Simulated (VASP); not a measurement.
Energy against volume of Pd (fcc). Calculation: vdW-DF2, VASP's PBE PAW potentials (set 64) (plane waves; VASP 6.6.1).

| V (Å³/atom) | E (eV/atom) |
|---|---|
| 15.967 | -1.62969 |
| 16.476 | -1.64894 |
| 16.986 | -1.65416 |
| 17.495 | -1.64785 |
| 18.005 | -1.63205 |

**Question.** Fit a third-order Birch-Murnaghan equation of state.

**Answer.** 
```
Property                                        Result
---------------------------------------  -------------
volume per atom                          16.95 Å³/atom
bulk modulus                                   122 GPa
pressure derivative of the bulk modulus           5.48
lattice constant a                           0.4077 nm
```

Measured: bulk modulus 195 GPa at 0 K (computed value off by -37.5 %), as given by Vázquez-Parga, Fernández-Martínez, Viñes, J. Chem. Theory Comput. (2023), doi:10.1021/acs.jctc.3c00612, Supporting … [zero-point energy and finite temperature contributions removed]; a 3.876 Å at 0 K (computed value off by +5.2 %), as given by Daniel Mejia-Rodriguez et al., Physical Review B (2018), arXiv:1807.09216 [static lattice: zero-point anharmonic expansion removed].

The compound is Pd in the fcc structure. It was relaxed first, which changed the volume by +15 %.
